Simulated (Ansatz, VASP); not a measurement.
# YF3 (Waimirite-(Y)): VASP beside Ansatz, part 2 of 2

One calculation is typed for both programs; each brings its own data sets and cutoff. How far apart do they land?

VASP 6.6.1 and Ansatz 0.2.0.

So far. Step 2 (Ansatz: single point, LDA): The run ends at a pressure of -6.74 GPa, with forces up to 0.12 eV/Å.

**3. VASP: single point, LDA (continued)**

Level of this step: LDA; plane waves and PAW (Y_sv, F) (VASP).

Numbers of over 12 decimals in the logs are rounded to 6 here.

From OUTCAR (step 3):

```text
ion  position               nearest neighbor table
   1  0.633  0.750  0.941-   8 2.28   9 2.28  13 2.28  15 2.29   6 2.30  11 2.30  10 2.31   7 2.31
                            13 2.54   3 3.59   3 3.59   4 3.85   4 3.85   3 4.18   3 4.18   2 4.34
   2  0.867  0.250  0.441-   7 2.28  10 2.28  14 2.28  16 2.29   5 2.30  12 2.30   8 2.31   9 2.31
                            14 2.54   4 3.59   4 3.59   3 3.85   3 3.85   4 4.18   4 4.18   1 4.34
   3  0.133  0.750  0.559-   6 2.28  11 2.28  15 2.28  13 2.29   9 2.30   8 2.30   5 2.31  12 2.31
                            15 2.54   1 3.59   1 3.59   2 3.85   2 3.85   1 4.18   1 4.18   4 4.34
   4  0.367  0.250  0.059-   5 2.28  12 2.28  16 2.28  14 2.29  10 2.30   7 2.30  11 2.31   6 2.31
                            16 2.54   2 3.59   2 3.59   1 3.85   1 3.85   2 4.18   2 4.18   3 4.34
   5  0.165  0.436  0.376-   4 2.28   2 2.30   3 2.31
   6  0.335  0.564  0.876-   3 2.28   1 2.30   4 2.31
   7  0.665  0.064  0.124-   2 2.28   4 2.30   1 2.31
   8  0.835  0.936  0.624-   1 2.28   3 2.30   2 2.31
   9  0.835  0.564  0.624-   1 2.28   3 2.30   2 2.31
  10  0.665  0.436  0.124-   2 2.28   4 2.30   1 2.31
  11  0.335  0.936  0.876-   3 2.28   1 2.30   4 2.31
  12  0.165  0.064  0.376-   4 2.28   2 2.30   3 2.31
  13  0.477  0.750  0.409-   1 2.28   3 2.29   1 2.54
  14  0.023  0.250  0.909-   2 2.28   4 2.29   2 2.54
  15  0.977  0.750  0.091-   3 2.28   1 2.29   3 2.54
  16  0.523  0.250  0.591-   4 2.28   2 2.29   4 2.54

  LATTYP: Found a simple orthorhombic cell.
 ALAT       =     4.3953000000
 B/A-ratio  =     1.4455668555
 C/A-ratio  =     1.5595067458

 Subroutine GETGRP returns: Found  8 space group operations
 (whereof  2 operations were pure point group operations)

The static configuration has the point symmetry S_2 .
 The point group associated with its full space group is D_2h.

 Found     12 irreducible k-points:

   k-points           NKPTS =     12   k-points in BZ     NKDIM =     12   number of bands    NBANDS=     80

   dimension x,y,z NGX =    48 NGY =   54 NGZ =   36
   dimension x,y,z NGXF=    96 NGYF=  108 NGZF=   72

   ENCUT  =  520.0 eV  38.22 Ry    6.18 a.u.  11.81 12.74  8.17*2*pi/ulx,y,z

   NELECT =     128.0000    total number of electrons

 k-points in reciprocal lattice and weights: Automatic mesh
   0.00000000  0.00000000  0.00000000       0.028
   0.33333333  0.00000000  0.00000000       0.056
   0.00000000  0.33333333  0.00000000       0.056
   0.33333333  0.33333333  0.00000000       0.111
   0.00000000  0.00000000  0.25000000       0.056
   0.33333333  0.00000000  0.25000000       0.111
   0.00000000  0.33333333  0.25000000       0.111
   0.33333333  0.33333333  0.25000000       0.222
   0.00000000  0.00000000  0.50000000       0.028
   0.33333333  0.00000000  0.50000000       0.056
   0.00000000  0.33333333  0.50000000       0.056
   0.33333333  0.33333333  0.50000000       0.111

 average (electrostatic) potential at core
       1 -36.9529       2 -36.9529       3 -36.9529       4 -36.9529       5 -76.6096
       6 -76.6096       7 -76.6096       8 -76.6096       9 -76.6096      10 -76.6096
      11 -76.6096      12 -76.6096      13 -76.3293      14 -76.3293      15 -76.3293
      16 -76.3293

 E-fermi :  -0.6331

 k-point     1 :       0.0000    0.0000    0.0000
  band No.  band energies     occupation
    ...
     60      -1.0736      2.00000
     61      -0.8933      2.00000
     62      -0.8397      2.00000
     63      -0.8273      2.00000
     64      -0.7953      2.00000
     65       6.9184      0.00000
     66       7.3563      0.00000
     67       7.4185      0.00000
     68       7.5214      0.00000
     69       7.6867      0.00000
    ...

 k-point     2 :       0.3333    0.0000    0.0000
  band No.  band energies     occupation
    ...
     60      -0.9641      2.00000
     61      -0.9438      2.00000
     62      -0.8774      2.00000
     63      -0.8596      2.00000
     64      -0.8436      2.00000
     65       7.1540      0.00000
     66       7.3790      0.00000
     67       7.4851      0.00000
     68       7.6423      0.00000
     69       7.6960      0.00000
    ...

 k-point     3 :       0.0000    0.3333    0.0000
  band No.  band energies     occupation
    ...
     60      -1.0245      2.00000
     61      -1.0221      2.00000
     62      -1.0055      2.00000
     63      -0.9192      2.00000
     64      -0.8295      2.00000
     65       7.1351      0.00000
     66       7.2989      0.00000
     67       7.3528      0.00000
     68       7.5007      0.00000
     69       7.5546      0.00000
    ...

  Total       -8.6970473     -7.7947542     -7.7610201      0.0000000      0.0000000      0.0000000
  in kB      -72.7932999    -65.2412084    -64.9588577      0.0000000      0.0000000      0.0000000
  external PRESSURE =     -67.6644553 kB  Pullay stress =       0.0000000 kB

  energy-cutoff  :      520.00
  volume of cell :      191.42
      direct lattice vectors                 reciprocal lattice vectors
     6.353700000  0.000000000  0.000000000     0.157388608  0.000000000  0.000000000
     0.000000000  6.854500000  0.000000000     0.000000000  0.145889562  0.000000000
     0.000000000  0.000000000  4.395300000     0.000000000  0.000000000  0.227515755

 POSITION                                       TOTAL-FORCE (eV/Angst)
 -----------------------------------------------------------------------------------
      4.01999      5.14087      4.13554        -0.065717     -0.000000      0.002091
      5.51056      1.71362      1.93789         0.065717     -0.000000      0.002091
      0.84314      5.14087      2.45741        -0.065717     -0.000000     -0.002091
      2.33371      1.71362      0.25976         0.065717     -0.000000     -0.002091
      1.04963      2.98651      1.65044        -0.100743      0.053027      0.030857
      2.12722      3.86799      3.84809         0.100743     -0.053027      0.030857
      4.22648      0.44074      0.54721        -0.100743     -0.053027     -0.030857
      5.30407      6.41376      2.74486         0.100743      0.053027     -0.030857
      5.30407      3.86799      2.74486         0.100743     -0.053027     -0.030857
      4.22648      2.98651      0.54721        -0.100743      0.053027     -0.030857
      2.12722      6.41376      3.84809         0.100743      0.053027      0.030857
      1.04963      0.44074      1.65044        -0.100743     -0.053027      0.030857
      3.03262      5.14087      1.79768        -0.033749     -0.000000     -0.017360
      0.14423      1.71362      3.99533         0.033749     -0.000000     -0.017360
      6.20947      5.14087      0.39997        -0.033749     -0.000000      0.017360
      3.32108      1.71362      2.59762         0.033749     -0.000000      0.017360
 -----------------------------------------------------------------------------------
    total drift:                                0.000000      0.000000     -0.000000

  FREE ENERGIE OF THE ION-ELECTRON SYSTEM (eV)
  ---------------------------------------------------
  free  energy   TOTEN  =      -124.2062481457 eV

  energy  without entropy=     -124.2062481457  energy(sigma->0) =     -124.20624815

 total charge
# of ion       s       p       d       f       tot
--------------------------------------------------
    1        2.142   6.403   0.837   0.147   9.529
    2        2.142   6.403   0.837   0.147   9.529
    3        2.142   6.403   0.837   0.147   9.529
    4        2.142   6.403   0.837   0.147   9.529
    5        1.727   4.374   0.000   0.000   6.101
    6        1.727   4.374   0.000   0.000   6.101
    7        1.727   4.374   0.000   0.000   6.101
    8        1.727   4.374   0.000   0.000   6.101
    9        1.727   4.374   0.000   0.000   6.101
   10        1.727   4.374   0.000   0.000   6.101
   11        1.727   4.374   0.000   0.000   6.101
   12        1.727   4.374   0.000   0.000   6.101
   13        1.725   4.357   0.000   0.000   6.082
   14        1.725   4.357   0.000   0.000   6.082
   15        1.725   4.357   0.000   0.000   6.082
   16        1.725   4.357   0.000   0.000   6.082
--------------------------------------------------
tot         29.286  78.030   3.348   0.586 111.251

[... 3 further parts left out ...]
```

The run ends at a pressure of -6.77 GPa, with forces up to 0.12 eV/Å.

**4. Differences**

Known differences besides the potentials themselves: the two LDA forms differ slightly; the cutoff is 420 eV in Ansatz and 520 eV in VASP; Ansatz makes its cores anew for this functional, VASP keeps those of its PBE data sets; VASP's log shows a relativistic correction to its local exchange, Ansatz's none. Total energies have different zeros and are not compared.

The two programs side by side:

| quantity | Ansatz | VASP | difference |
| --- | --- | --- | --- |
| pressure (GPa) | -6.74 | -6.77 | +0.03 |
| pressure without Ansatz's Pulay correction (GPa) | -7.77 | -6.77 | -1.00 |
| gap on the k mesh (eV) | 7.680 | 7.652 | +0.027 |

Forces on 10 of the 16 atoms, those with the largest forces and the largest differences (eV/Å; atoms numbered as in POSCAR):

| atom | Ansatz x, y, z | VASP x, y, z |
| --- | --- | --- |
| F5 | -0.106, 0.045, 0.028 | -0.101, 0.053, 0.031 |
| F6 | 0.106, -0.045, 0.028 | 0.101, -0.053, 0.031 |
| F7 | -0.106, -0.045, -0.028 | -0.101, -0.053, -0.031 |
| F8 | 0.106, 0.045, -0.028 | 0.101, 0.053, -0.031 |
| F9 | 0.106, -0.045, -0.028 | 0.101, -0.053, -0.031 |
| F10 | -0.106, 0.045, -0.028 | -0.101, 0.053, -0.031 |
| F11 | 0.106, 0.045, 0.028 | 0.101, 0.053, 0.031 |
| F13 | -0.043, 0.000, -0.024 | -0.034, 0.000, -0.017 |
| F15 | -0.043, 0.000, 0.024 | -0.034, 0.000, 0.017 |
| F16 | 0.043, 0.000, 0.024 | 0.034, 0.000, 0.017 |

The forces differ by 5.3 meV/Å r.m.s., which is 10.0 % of the r.m.s. force of 0.05 eV/Å (both taken over all components). A gap on the mesh is an upper bound, since the band edges may lie between its points. Ansatz's pressure holds a Pulay correction of 1.03 GPa; VASP's holds none.

**5. What came out**

| Property | Result |
| --- | --- |
| r.m.s. force difference (single point, LDA) | 5.3 meV/Å |

**Reading.** The r.m.s. force difference is 5.3 meV/Å (single point, LDA), within the 12 meV/Å picked in this series as the mark of a large difference. How closely two codes agree says nothing of how well the functional describes the real material.

[Lines on the potential files, build, host, timing and source positions are cut from VASP's logs without a mark.]

[Logs are printed without paths, hosts, clocks, repeated set-up lines and the standing remarks that a program may print on its own settings, such as how far it seeks lower states.]

[Hosts, paths, dates, database ids (printed as entryN), source tags and the programs' standing remarks are cut or masked in the printed files.]
